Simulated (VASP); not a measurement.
SiF: equation of state with r2SCAN

Crystal: SiF.

```
Si F
1.0
     3.02860    0.00000    0.00000
     0.00000    3.02860    0.00000
     0.00000    0.00000    3.02860
Si F
1 1
Direct
  0.50000 0.50000 0.50000
  0.00000 0.00000 0.00000
```

The cell was built by a generator and needn't be a form met in nature.

```json
{
 "Program": "VASP 6.6.1",
 "Task": "equation of state",
 "Functional": "r2SCAN",
 "Potentials or basis": "VASP PAW PBE potentials, release 64 (Si, F)",
 "Cutoff": "520 eV",
 "k mesh": "9 × 9 × 9",
 "Occupations": "fermi-dirac, width 0.05 eV",
 "Spin": "no spin polarisation",
 "Further INCAR settings": "ALGO = Normal; EDIFF = 1e-07"
}
```

| Quantity | Value |
| --- | --- |
| Equilibrium volume | 13.90 Å³/atom |
| Bulk modulus | 77 GPa |
| Pressure derivative of the bulk modulus | 4.7 |

Energy against volume, from the lowest point:
```
volume (Å³/atom)  energy (meV/atom)
          13.056              13.99
          13.334               6.08
          13.612               1.51
          13.890               0.00
          14.168               1.17
          14.445               4.75
          14.723              10.48
```

All runs of the series together: 99 s on 1 thread of Intel(R) Xeon(R) 6975P-C (Granite Rapids) (shared host).

Caveat: the PAW data sets were made with another functional, which shifts forces and pressure a little.
